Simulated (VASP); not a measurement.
An input for Ansatz (written as the equivalent of a VASP run, and not itself run):

Ansatz 0.2 input:
```yaml
crystal:
  lattice:
    - [0.0000000, 2.8764000, 2.8764000]
    - [2.8764000, 0.0000000, 2.8764000]
    - [2.8764000, 2.8764000, 0.0000000]
  atoms:
    - { symbol: Na, position: [0.0000000, 0.0000000, 0.0000000] }
    - { symbol: Cl, position: [0.5000000, 0.5000000, 0.5000000] }
kpoints:
  mp_grid: { grid: [6, 6, 6] }
hamiltonian:
  xc: pbe
  pseudopotentials: { kind: paw }
scf:
  occupations: { method: gaussian, width: 0.05 }
  max_iter: 100
output: { forces: true, stress: true, eigenvalues: true }
```

Problem. Translate this input to VASP (INCAR, KPOINTS, POSCAR, choice of POTCAR).

Solution. One answer among several that fit: 
**INCAR**
```
SYSTEM=NaCl
PREC=Accurate; ENCUT=520; LREAL=.False.
LASPH=.True.
EDIFF=1E-6; NELM=100; ALGO=Normal
ISMEAR=0; SIGMA=0.05
GGA=PE
ISIF=2
LWAVE=.False.; LCHARG=.False.
```

### KPOINTS
```
Automatic mesh
0
Gamma
6 6 6
0 0 0
```

File POSCAR:
```
NaCl
1
    0.0000000000     2.8764000000     2.8764000000
    2.8764000000     0.0000000000     2.8764000000
    2.8764000000     2.8764000000     0.0000000000
Na Cl
1 1
Direct
  0.0000000000   0.0000000000   0.0000000000
  0.5000000000   0.5000000000   0.5000000000
```

POTCAR, in this order: Na_pv Cl (PBE.64 set). Program: vasp_std.

The two are equivalent in intent, not identical: each code has its own PAW files, so the cut-off isn't converted (ENCUT is set for VASP's; basis.ecutwfc is left out, and Ansatz then takes the one that its files recommend); Ansatz stops its SCF on the density residual and VASP on the energy change (EDIFF).

The compound is NaCl in the rock salt structure. The cell was not relaxed at this level.
